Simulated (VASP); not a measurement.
# RbGeN (I4_1md) in VASP: further runs, part 2 of 2

VASP 6.6.1. The steps go on from the part before.

## Step 5: Relaxation of cell and atoms, PBE

Contents of INCAR:

```
PREC = Accurate
ENCUT = 600
EDIFF = 1E-6
ISMEAR = 0
SIGMA = 0.05
LREAL = False
LASPH = True
NELM = 80
ALGO = Fast
ISIF = 3
LWAVE = False
LCHARG = False
GGA = PE
IBRION = 2
NSW = 40
EDIFFG = -0.01
```

Contents of KPOINTS:

```
regular mesh
0
Gamma
  6 6 6
```

Contents of POSCAR:

```
RbGeN
1.0
   -2.5348500000      2.5348500000      6.3817200000
    2.5348500000     -2.5348500000      6.3817200000
    2.5348500000      2.5348500000     -6.3817200000
Rb Ge N
2 2 2
Direct
    0.5503900000      0.5503900000      0.0000000000
    0.3003900000      0.8003900000      0.5000000000
    0.0299400000      0.0299400000      0.0000000000
    0.7799400000      0.2799400000      0.5000000000
    0.1655800000      0.1655800000      0.0000000000
    0.9155800000      0.4155800000      0.5000000000
```

Potentials or basis: VASP PAW PBE potentials, release 64 (Rb_sv, Ge_d, N).

The run is started by

```sh
$ cat potpaw_PBE.64/Rb_sv/POTCAR potpaw_PBE.64/Ge_d/POTCAR potpaw_PBE.64/N/POTCAR > POTCAR
$ mpirun -np 1 vasp_std > vasp.out
```

OUTCAR:

```text
PREC = Accurate
   ENCUT = 600
   EDIFF = 1E-6
   ISMEAR = 0
   LREAL = False
   LASPH = True
   NELM = 80
   ISIF = 3
   GGA = PE
   IBRION = 2
   NSW = 40
   EDIFFG = -0.01

 ion  position               nearest neighbor table
   1  0.550  0.550  0.000-   6 3.06   6 3.06   3 3.59   3 3.59   3 3.59   3 3.59   4 3.87   4 3.87
                             2 4.08   2 4.08   2 4.08   2 4.08   4 4.28   4 4.28
   2  0.300  0.800  0.500-   5 3.06   5 3.06   4 3.59   4 3.59   4 3.59   4 3.59   3 3.87   3 3.87
                             1 4.08   1 4.08   1 4.08   1 4.08   3 4.28   3 4.28
   3  0.030  0.030  0.000-   5 1.73   1 3.59   1 3.59   1 3.59   1 3.59   2 3.87   2 3.87   2 4.28
                             2 4.28
   4  0.780  0.280  0.500-   6 1.73   2 3.59   2 3.59   2 3.59   2 3.59   1 3.87   1 3.87   1 4.28
                             1 4.28
   5  0.166  0.166  0.000-   3 1.73   2 3.06   2 3.06
   6  0.916  0.416  0.500-   4 1.73   1 3.06   1 3.06

[... 328 lines left out ...]

 E-fermi :   1.3035     XC(G=0):  -8.2299

 val. band max:        1.0601939168   @ k =  -0.3333   0.3333   0.0000
 cond. band min:       2.7864344498   @ k =   0.5000   0.5000   0.3333
 fundamental gap:      1.7262405329
 Fermi energy:         1.3035369849

 k-point     1 :       0.0000    0.0000    0.0000
  band No.  band energies     occupation
      1     -25.7094      2.00000
      2     -25.6652      2.00000
      3     -22.3478      2.00000
      4     -22.3462      2.00000
      5     -22.3454      2.00000
      6     -22.3449      2.00000
[... 853 lines left out ...]
     32       9.2617      0.00000
     33      12.2457      0.00000

 [... further k-points ...]

------------------------ aborting loop because EDIFF is reached ----------------------------------------

  FORCE on cell =-STRESS in cart. coord.  units (eV):
  Direction    XX          YY          ZZ          XY          YZ          ZX
  --------------------------------------------------------------------------------------
  -------------------------------------------------------------------------------------
  Total        0.0125804      0.0125804      0.0008406      0.0000000      0.0000000      0.0000000
  in kB        0.1230731      0.1230731      0.0082235      0.0000000      0.0000000      0.0000000
  external PRESSURE =       0.0847899 kB  Pullay stress =       0.0000000 kB
[... 21 lines left out ...]
  FREE ENERGIE OF THE ION-ELECTRON SYSTEM (eV)
  ---------------------------------------------------
  free  energy   TOTEN  =       -25.6756006219 eV

  energy  without entropy=      -25.6756006219  energy(sigma->0) =      -25.67560062

 reached required accuracy - stopping structural energy minimisation
```

CONTCAR:

```text
RbGeN
   1.00000000000000
    -2.5340333334605889    2.5340333334605889    6.3761257722200710
     2.5340333334605889   -2.5340333334605889    6.3761257722200710
     2.5340333334605889    2.5340333334605889   -6.3761257722200710
  Rb              Ge              N
     2     2     2
Direct
     0.5503886731287613    0.5503886731287613    0.0000000000000000
     0.3003886731287612    0.8003886731287613    0.5000000000000000
     0.0300357882959112    0.0300357882959112    0.0000000000000000
     0.7800357882959112    0.2800357882959112    0.5000000000000000
     0.1654855385753297    0.1654855385753297    0.0000000000000000
     0.9154855385753295    0.4154855385753297    0.5000000000000000

  0.00000000E+00  0.00000000E+00  0.00000000E+00
  0.00000000E+00  0.00000000E+00  0.00000000E+00
  0.00000000E+00  0.00000000E+00  0.00000000E+00
  0.00000000E+00  0.00000000E+00  0.00000000E+00
  0.00000000E+00  0.00000000E+00  0.00000000E+00
  0.00000000E+00  0.00000000E+00  0.00000000E+00
```

Wall time 41 min (1 thread of Intel Xeon Platinum 8488C (Sapphire Rapids), shared host); peak memory 0.64 GiB.

Results:

```yaml
Free_energy: -25.6756 eV
Relaxed_volume: 27.30 Å³/atom
Relaxed_cell: a = 7.314 Å, b = 7.314 Å, c = 7.314 Å, α = 139.46°, β = 139.46°, γ = 58.68°
Space_group_after_relaxing_to_0.05_Å: I4_1md (No. 109)
Energy_gained_by_relaxing: 0.2 meV/atom
Ionic_steps: 4
Pressure_after_relaxing: 0.0 GPa
Largest_force_after_relaxing: 0.004 eV/Å
Band_gap_on_the_k_mesh: 1.73 eV, indirect (least direct gap 2.04 eV)
```

Forces in eV/Å, atoms in the order of the input:
```
Rb   0.000  0.000  0.002
Rb   0.000  0.000  0.002
Ge   0.000  0.000  0.003
Ge   0.000  0.000  0.003
N    0.000  0.000 -0.004
N    0.000  0.000 -0.004
```

Step by step:
```
step  energy change (eV)  largest force (eV/Å)  pressure (GPa)  volume (Å³)
   1              0.0000                0.1018           -0.24       164.02
   2              0.0030                0.3333            0.49       163.03
   3             -0.0012                0.0257            0.06       163.71
   4             -0.0012                0.0043            0.01       163.77
```

Final structure:
```
CELL_PARAMETERS angstrom
-2.53403 2.53403 6.37613
2.53403 -2.53403 6.37613
2.53403 2.53403 -6.37613
ATOMIC_POSITIONS crystal
Rb 0.55039 0.55039 0.00000
Rb 0.30039 0.80039 0.50000
Ge 0.03004 0.03004 0.00000
Ge 0.78004 0.28004 0.50000
N 0.16549 0.16549 0.00000
N 0.91549 0.41549 0.50000
```

Levels at points of the mesh, in eV from the valence-band top:
```csv
k point,band 25,band 26,band 27,band 28,band 29,band 30,band 31,band 32
"(0.00, 0.00, 0.00)",-1.87,-1.18,-1.18,-0.27,3.26,4.01,4.39,5.63
"(0.50, 0.00, 0.00)",-2.04,-1.03,-0.75,-0.17,2.25,2.93,3.94,4.76
"(0.50, 0.50, 0.00)",-1.32,-1.32,-0.25,-0.25,1.89,2.05,3.50,5.26
"(0.50, 0.50, 0.50)",-0.99,-0.99,-0.83,-0.83,3.33,3.39,3.45,5.64
```

## Step 6: The runs side by side

```csv
cell,smearing,target pressure,gap on the mesh (eV),pressure (GPa),relaxed volume (Å³/atom),largest force (eV/Å)
relaxed,fermi-dirac 0.05 eV,-,1.47,0.0,27.31,-
relaxed to 2 GPa,fermi-dirac 0.05 eV,2 GPa,1.25,2.0,-,0.01
relaxed to 5 GPa,fermi-dirac 0.05 eV,5 GPa,1.06,5.0,-,0.01
relaxed,gaussian 0.05 eV,-,1.73,0.0,27.30,-
```

Alike in all rows: task relaxation of cell and atoms; level PBE; potentials or basis VASP PAW PBE potentials, release 64 (Rb_sv, Ge_d, N); no spin polarisation; k mesh 6 × 6 × 6; cutoff (eV) 600.

Caveats: the cell is relaxed towards a set pressure, so the enthalpy falls and the energy may rise (some runs); the volume moved by over 15 % at a fixed basis, so the end points are rough (some runs).

Total energies depend on the potentials used, so only differences within one code and one set of settings carry meaning.
